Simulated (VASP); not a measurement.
**CeZn2Ni: changing the Hubbard U on Ce f, Ni d**

The cell as given:

The structure is tetragonal, space group P4/mmm (No. 123). The conventional cell has a = 3.864 Å, b = 3.864 Å, c = 4.919 Å, α = 90.00°, β = 90.00°, γ = 90.00°. Around Ce (site symmetry 4/mmm) lie 4 Ni at 2.73 Å and 8 Zn at 3.13 Å. Around Zn (site symmetry mmm) lie 4 Zn at 2.73 Å and 4 Ce at 3.13 Å and 4 Ni at 3.13 Å. Ni (site symmetry 4/mmm) has 4 Ce at 2.73 Å and 8 Zn at 3.13 Å as nearest neighbours.

The cell comes from a database or a generator and needn't be the stable form of this composition.

Kept alike: task relaxation of cell and atoms; functional PBEsol; k mesh 5 × 5 × 5; occupations fermi-dirac, width 0.05 eV; collinear spin, ferromagnetic start. Program: VASP, PBE PAW files Ce, Ni, Zn, 600 eV. The mesh is that of the run's cell of 4 atoms. No spin-orbit coupling.

```csv
"Hubbard U on Ce f, Ni d, U (eV)",volume (Å³/atom),first edge of the run's cell (Å),third edge of the run's cell (Å)
2,17.380,3.792,4.834
3,17.336,3.796,4.813
4,17.308,3.797,4.803
5,17.262,3.795,4.794
6,17.190,3.793,4.779
8,17.078,3.785,4.767
```

The relaxations keep at least the cell's symmetry (P4/mmm). For a metal such a mesh leaves the last digits unconverged. Relaxations stop with a little pressure left, so the last digits of a volume or edge aren't settled. How U acts hangs on the program's projectors. The moments vanished: the runs ended non-magnetic. All rows use potentials made for PBE. U enters in Dudarev's form.

**Question.** What does the Hubbard U on Ce f, Ni d change here?

**Answer.** The volume falls from 17.380 to 17.078 Å³/atom between 2 and 8 eV. The first edge of the run's cell runs from 3.785 (8) to 3.797 Å (4). The third edge of the run's cell falls from 4.834 to 4.767 Å between 2 and 8 eV.
